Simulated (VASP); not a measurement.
BiAs: single point with PBE

BiAs:

```
As Bi
1.0
     2.03520    3.52507    0.00000
    -2.03520    3.52507    0.00000
     0.00000   -2.35005    3.65263
As Bi
1 1
Direct
  0.00000 0.00000 0.00000
  0.50000 0.50000 0.50000
```

The cell was built by a generator and needn't be a form met in nature.

* Program: VASP 6.6.1
* Task: single point
* Functional: PBE
* Potentials or basis: VASP PAW PBE potentials, release 64 (As, Bi_d)
* Cutoff: 520 eV
* k mesh: 10 × 10 × 10
* Occupations: fermi-dirac, width 0.1 eV
* Spin: no spin polarisation
* Dipole correction: no
* Further INCAR settings: ALGO = Fast; EDIFF = 1e-07; NBANDS = 17

The pressure is 3.0 GPa and the band gap on the k mesh is none (metal or under the smearing width).

Stress tensor (GPa, compression positive):
```
4.22 0.00 0.00
0.00 4.22 0.00
0.00 0.00 0.53
```

Levels at points of the mesh, in eV from the Fermi level:
```csv
k point,band 8,band 9,band 10,band 11,band 12,band 13
"(0.00, 0.00, 0.00)",-2.36,-1.19,-1.19,3.78,3.78,4.16
"(0.50, 0.00, 0.00)",-1.07,-0.73,-0.58,-0.05,0.14,0.16
"(0.50, 0.50, 0.00)",-5.83,-3.95,-3.20,2.81,5.52,5.71
"(0.00, 0.00, 0.50)",-0.30,-0.30,0.50,0.60,0.63,0.63
```

It took 56 s on 1 thread of AMD EPYC 9R45 (Zen 5), on a shared host, peak memory 0.21 GiB.

Caveat: spin-orbit coupling is left out, which moves the levels of the heavy elements.
